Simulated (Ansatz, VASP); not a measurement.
# Cross-check of SiC between VASP and Ansatz, part 3 of 3

Aim: how closely do two programs agree when they are given the same cell, functional and k mesh? The cell is taken from a series of runs on this material, whose earlier steps may have relaxed, scaled, displaced or heated it; both programs get it as it stands.

VASP 6.6.1 and Ansatz 0.2.0.

So far: The structure; Ansatz: zone-centre phonons, LDA; VASP: zone-centre phonons, LDA.

### 3. VASP: zone-centre phonons, LDA (continued)

Level of this step: LDA; plane waves and PAW (C, Si) (VASP).

Numbers of over 12 decimals in the logs are rounded to 6 here.

OUTCAR, selected parts (step 3):

```text
ion  position               nearest neighbor table
   1  0.667  0.333  0.750-   7 1.82   7 1.82   7 1.82   5 1.83
   2  0.333  0.667  0.250-   8 1.82   8 1.82   8 1.82   6 1.83
   3  0.000  0.000  0.500-   6 1.82   6 1.82   6 1.82   7 1.83
   4  0.000  0.000  0.000-   5 1.82   5 1.82   5 1.82   8 1.83
   5  0.667  0.333  0.938-   4 1.82   4 1.82   4 1.82   1 1.83   7 2.98   7 2.98   7 2.98   8 2.98
                             8 2.98   8 2.98
   6  0.333  0.667  0.438-   3 1.82   3 1.82   3 1.82   2 1.83   8 2.98   8 2.98   8 2.98   7 2.98
                             7 2.98   7 2.98
   7  0.000  0.000  0.688-   1 1.82   1 1.82   1 1.82   3 1.83   5 2.98   5 2.98   5 2.98   6 2.98
                             6 2.98   6 2.98
   8  0.000  0.000  0.188-   2 1.82   2 1.82   2 1.82   4 1.83   6 2.98   6 2.98   6 2.98   5 2.98
                             5 2.98   5 2.98

  LATTYP: Found a hexagonal cell.
 ALAT       =     2.9751371349
 C/A-ratio  =     3.2720028050

 Subroutine GETGRP returns: Found 12 space group operations
 (whereof  6 operations were pure point group operations)

The static configuration has the point symmetry C_3v.
 The point group associated with its full space group is C_6v.

 Found     36 irreducible k-points:

   k-points           NKPTS =     36   k-points in BZ     NKDIM =     36   number of bands    NBANDS=     24

   dimension x,y,z NGX =    24 NGY =   24 NGZ =   80
   dimension x,y,z NGXF=    48 NGYF=   48 NGZF=  160

   ENCUT  =  600.0 eV  44.10 Ry    6.64 a.u.   5.94  5.94 19.44*2*pi/ulx,y,z

   NELECT =      32.0000    total number of electrons

 k-points in reciprocal lattice and weights: Automatic mesh
   0.00000000  0.00000000  0.00000000       0.003
   0.11111111  0.00000000  0.00000000       0.019
   0.22222222  0.00000000  0.00000000       0.019
   0.33333333  0.00000000  0.00000000       0.019
   0.44444444  0.00000000  0.00000000       0.019
   0.11111111  0.11111111  0.00000000       0.019
   0.22222222  0.11111111  0.00000000       0.037
   0.33333333  0.11111111  0.00000000       0.037
   0.44444444  0.11111111  0.00000000       0.019
[...]
0.33333333  0.22222222  0.50000000       0.037
   0.33333333  0.33333333  0.50000000       0.006

 average (electrostatic) potential at core
       1 -47.4851       2 -47.4851       3 -47.5520       4 -47.5520       5 -80.4829
       6 -80.4829       7 -80.4331       8 -80.4331

   1 f  =   30.233201 THz   189.960802 2PiTHz 1008.471022 cm-1   125.034415 meV
             X         Y         Z           dx          dy          dz
      1.487569  0.858848  7.299232    -0.000000   -0.000000    0.200051
     -0.000000  1.717696  2.431904    -0.000000    0.000000   -0.200051
      0.000000  0.000000  4.871549    -0.000000    0.000000    0.585705
      0.000000  0.000000  0.004221    -0.000000    0.000000   -0.585705
      1.487569  0.858848  9.129063     0.000000    0.000000    0.138095
     -0.000000  1.717696  4.261734     0.000000   -0.000000   -0.138095
      0.000000  0.000000  6.697020     0.000000    0.000000   -0.312825
      0.000000  0.000000  1.829691     0.000000   -0.000000    0.312825

   2 f  =   29.968998 THz   188.300766 2PiTHz  999.658159 cm-1   123.941760 meV
             X         Y         Z           dx          dy          dz
      1.487569  0.858848  7.299232     0.000000    0.000000    0.583909
     -0.000000  1.717696  2.431904     0.000000   -0.000000   -0.583909
      0.000000  0.000000  4.871549     0.000000   -0.000000   -0.201310
      0.000000  0.000000  0.004221     0.000000    0.000000    0.201310
      1.487569  0.858848  9.129063    -0.000000    0.000000   -0.313643
     -0.000000  1.717696  4.261734    -0.000000    0.000000    0.313643
      0.000000  0.000000  6.697020    -0.000000   -0.000000   -0.141961
      0.000000  0.000000  1.829691    -0.000000   -0.000000    0.141961

   3 f  =   27.766366 THz   174.461223 2PiTHz  926.186275 cm-1   114.832411 meV
             X         Y         Z           dx          dy          dz
      1.487569  0.858848  7.299232    -0.000000   -0.000000   -0.483120
     -0.000000  1.717696  2.431904    -0.000000   -0.000000   -0.483120
      0.000000  0.000000  4.871549    -0.000000   -0.000000    0.511543
      0.000000  0.000000  0.004221    -0.000000   -0.000000    0.511543
      1.487569  0.858848  9.129063     0.000000    0.000000    0.039390
     -0.000000  1.717696  4.261734     0.000000    0.000000    0.039390
      0.000000  0.000000  6.697020     0.000000    0.000000   -0.058028
      0.000000  0.000000  1.829691     0.000000    0.000000   -0.058028

   4 f  =   26.353867 THz   165.586229 2PiTHz  879.070377 cm-1   108.990787 meV
             X         Y         Z           dx          dy          dz
      1.487569  0.858848  7.299232     0.201258    0.381185   -0.000000
     -0.000000  1.717696  2.431904     0.201258    0.381185   -0.000000
      0.000000  0.000000  4.871549     0.189322    0.358579    0.000000
      0.000000  0.000000  0.004221     0.189322    0.358579    0.000000
      1.487569  0.858848  9.129063    -0.123617   -0.234132    0.000000
     -0.000000  1.717696  4.261734    -0.123617   -0.234132    0.000000
      0.000000  0.000000  6.697020    -0.131789   -0.249609    0.000000
      0.000000  0.000000  1.829691    -0.131789   -0.249609   -0.000000

   5 f  =   26.353867 THz   165.586229 2PiTHz  879.070377 cm-1   108.990787 meV
             X         Y         Z           dx          dy          dz
      1.487569  0.858848  7.299232     0.381185   -0.201258    0.000000
     -0.000000  1.717696  2.431904     0.381185   -0.201258    0.000000
      0.000000  0.000000  4.871549     0.358579   -0.189322    0.000000
      0.000000  0.000000  0.004221     0.358579   -0.189322   -0.000000
      1.487569  0.858848  9.129063    -0.234132    0.123617    0.000000
     -0.000000  1.717696  4.261734    -0.234132    0.123617   -0.000000
      0.000000  0.000000  6.697020    -0.249609    0.131789   -0.000000
      0.000000  0.000000  1.829691    -0.249609    0.131789    0.000000

   6 f  =   26.153138 THz   164.325015 2PiTHz  872.374795 cm-1   108.160641 meV
             X         Y         Z           dx          dy          dz
      1.487569  0.858848  7.299232     0.242633    0.459540    0.000000
     -0.000000  1.717696  2.431904    -0.242633   -0.459540    0.000000
      0.000000  0.000000  4.871549    -0.141264   -0.267550    0.000000
      0.000000  0.000000  0.004221     0.141264    0.267550    0.000000
      1.487569  0.858848  9.129063    -0.099794   -0.189007   -0.000000
     -0.000000  1.717696  4.261734     0.099794    0.189007   -0.000000
      0.000000  0.000000  6.697020    -0.142181   -0.269287   -0.000000
      0.000000  0.000000  1.829691     0.142181    0.269287   -0.000000

   7 f  =   26.153138 THz   164.325015 2PiTHz  872.374795 cm-1   108.160641 meV
             X         Y         Z           dx          dy          dz
      1.487569  0.858848  7.299232     0.459540   -0.242633   -0.000000
     -0.000000  1.717696  2.431904    -0.459540    0.242633   -0.000000
      0.000000  0.000000  4.871549    -0.267550    0.141264    0.000000
      0.000000  0.000000  0.004221     0.267550   -0.141264    0.000000
      1.487569  0.858848  9.129063    -0.189007    0.099794    0.000000
     -0.000000  1.717696  4.261734     0.189007   -0.099794   -0.000000
      0.000000  0.000000  6.697020    -0.269287    0.142181   -0.000000
      0.000000  0.000000  1.829691     0.269287   -0.142181   -0.000000

   8 f  =   25.914041 THz   162.822724 2PiTHz  864.399379 cm-1   107.171816 meV
             X         Y         Z           dx          dy          dz
      1.487569  0.858848  7.299232    -0.140004   -0.265164   -0.000000
     -0.000000  1.717696  2.431904     0.140004    0.265164   -0.000000
      0.000000  0.000000  4.871549    -0.241939   -0.458226   -0.000000
      0.000000  0.000000  0.004221     0.241939    0.458226   -0.000000
      1.487569  0.858848  9.129063    -0.143108   -0.271043    0.000000
     -0.000000  1.717696  4.261734     0.143108    0.271043    0.000000
      0.000000  0.000000  6.697020     0.101906    0.193008    0.000000
      0.000000  0.000000  1.829691    -0.101906   -0.193008    0.000000

   9 f  =   25.914041 THz   162.822724 2PiTHz  864.399379 cm-1   107.171816 meV
             X         Y         Z           dx          dy          dz
      1.487569  0.858848  7.299232    -0.265164    0.140004    0.000000
     -0.000000  1.717696  2.431904     0.265164   -0.140004    0.000000
      0.000000  0.000000  4.871549    -0.458226    0.241939   -0.000000
      0.000000  0.000000  0.004221     0.458226   -0.241939   -0.000000
      1.487569  0.858848  9.129063    -0.271043    0.143108   -0.000000
     -0.000000  1.717696  4.261734     0.271043   -0.143108   -0.000000
      0.000000  0.000000  6.697020     0.193008   -0.101906    0.000000
      0.000000  0.000000  1.829691    -0.193008    0.101906    0.000000

  10 f  =   25.838687 THz   162.349258 2PiTHz  861.885824 cm-1   106.860175 meV
             X         Y         Z           dx          dy          dz
      1.487569  0.858848  7.299232     0.000000    0.000000   -0.434064
     -0.000000  1.717696  2.431904    -0.000000   -0.000000   -0.434064
      0.000000  0.000000  4.871549     0.000000    0.000000   -0.402231
      0.000000  0.000000  0.004221    -0.000000   -0.000000   -0.402231
      1.487569  0.858848  9.129063     0.000000    0.000000    0.285225
     -0.000000  1.717696  4.261734    -0.000000   -0.000000    0.285225
      0.000000  0.000000  6.697020    -0.000000   -0.000000    0.261621
      0.000000  0.000000  1.829691     0.000000    0.000000    0.261621

  11 f  =   25.817081 THz   162.213503 2PiTHz  861.165118 cm-1   106.770819 meV
             X         Y         Z           dx          dy          dz
      1.487569  0.858848  7.299232    -0.193519   -0.366521   -0.000000
     -0.000000  1.717696  2.431904    -0.193519   -0.366521   -0.000000
      0.000000  0.000000  4.871549     0.205604    0.389411   -0.000000
      0.000000  0.000000  0.004221     0.205604    0.389411   -0.000000
    [... 145 further lines ...]
      0.000000  0.000000  6.697020    -0.000000   -0.000000    0.418466
      0.000000  0.000000  1.829691    -0.000000   -0.000000    0.418466

 MACROSCOPIC STATIC DIELECTRIC TENSOR IONIC CONTRIBUTION
 ------------------------------------------------------
           3.079780     0.000000    -0.000000
           0.000000     3.079780     0.000000
          -0.000000     0.000000     3.446707
 ------------------------------------------------------

 ELASTIC MODULI CONTR FROM IONIC RELAXATION (kBar)
 Direction    XX          YY          ZZ          XY          YZ          ZX
 --------------------------------------------------------------------------------
 XX        -981.5564    490.6414    486.8392     -0.0000      0.0000      0.0000
 YY         490.6414   -981.5564    486.8392     -0.0000     -0.0000      0.0000
 ZZ         486.8392    486.8392   -967.0146      0.0000      0.0000     -0.0000
 XY          -0.0000     -0.0000      0.0000   -736.0989      0.0000     -0.0000
 YZ           0.0000     -0.0000      0.0000      0.0000   -238.5212     -0.0000
 ZX           0.0000      0.0000     -0.0000     -0.0000     -0.0000   -249.9675
 --------------------------------------------------------------------------------

 PIEZOELECTRIC TENSOR IONIC CONTR  for field in x, y, z        (C/m^2)
          XX          YY          ZZ          XY          YZ          ZX
  --------------------------------------------------------------------------------
  x    -0.00000    -0.00000     0.00000     0.00000     0.00000     0.82484
  y    -0.00000     0.00000    -0.00000    -0.00000     0.80557     0.00000
  z     0.86457     0.86457    -1.71662     0.00000     0.00000    -0.00000
```

### 4. Differences

Known differences besides the potentials themselves: the two LDA forms differ slightly; fixed occupations in Ansatz, narrow Gaussian smearing in VASP; VASP's response is taken on the typed mesh, Ansatz refines its own for the field response alone; the cutoff is 420 eV in Ansatz and 600 eV in VASP; VASP's log shows a relativistic correction to its local exchange, Ansatz's none. Total energies have different zeros and are not compared.

Both answers:

| quantity | Ansatz | VASP | difference |
| --- | --- | --- | --- |
| ε∞ xx | 6.78 | 6.85 | -0.99 % |
| ε∞ yy | 6.78 | 6.85 | -0.99 % |
| ε∞ zz | 7.10 | 7.11 | -0.21 % |
| Born charge of C1 (mean of the diagonal) (e) | -2.80 | -2.79 | -0.02 |
| Born charge of Si5 (mean of the diagonal) (e) | 2.75 | 2.73 | +0.02 |
| optical mode 1 to 2 (cm⁻¹) | 189.4 | 189.5 | -0.05 % |
| optical mode 3 to 4 (cm⁻¹) | 199.5 | 199.7 | -0.12 % |
| optical mode 5 to 6 (cm⁻¹) | 253.5 | 253.7 | -0.10 % |
| optical mode 7 (cm⁻¹) | 434.1 | 434.7 | -0.13 % |
| optical mode 8 (cm⁻¹) | 443.6 | 444.3 | -0.16 % |
| optical mode 9 (cm⁻¹) | 652.1 | 651.0 | +0.16 % |
| optical mode 10 to 11 (cm⁻¹) | 861.5 | 861.2 | +0.03 % |
| optical mode 12 (cm⁻¹) | 862.6 | 861.9 | +0.09 % |
| optical mode 13 to 14 (cm⁻¹) | 865.0 | 864.4 | +0.08 % |
| optical mode 15 to 16 (cm⁻¹) | 873.0 | 872.4 | +0.08 % |
| optical mode 17 to 18 (cm⁻¹) | 879.5 | 879.1 | +0.05 % |
| optical mode 19 (cm⁻¹) | 926.4 | 926.2 | +0.02 % |
| optical mode 20 (cm⁻¹) | 1000.9 | 999.7 | +0.12 % |
| optical mode 21 (cm⁻¹) | 1009.9 | 1008.5 | +0.14 % |

Modes are paired by rising frequency, not by their patterns, so a pair may set unlike modes beside each other; they are those without the splitting of longitudinal modes.

### 5. Results

```yaml
r_m_s_difference_of_the_optical_zone_centre_modes_each_program_s_sorted_by_frequency_zone_centre_phonons_lda: 0.63 cm⁻¹
difference_in_eps_infinity_xx_zone_centre_phonons_lda: -1.0 %
```

The r.m.s. difference of the optical zone-centre modes, each program's sorted by frequency is 0.63 cm⁻¹ (zone-centre phonons, LDA). Among the rows given in per cent, the largest difference of the zone-centre phonons, LDA pair is in ε∞ xx, -1.0 %. How closely two codes agree says nothing of how well the functional describes the real material.

[Lines on the potential files, build, host, timing and source positions are cut from VASP's logs without a mark.]

[Logs are printed without paths, hosts, clocks, repeated set-up lines and the standing remarks that a program may print on its own settings, such as how far it seeks lower states.]

[Hosts, paths, dates, database ids (printed as entryN), source tags and the programs' standing remarks are cut or masked in the printed files.]
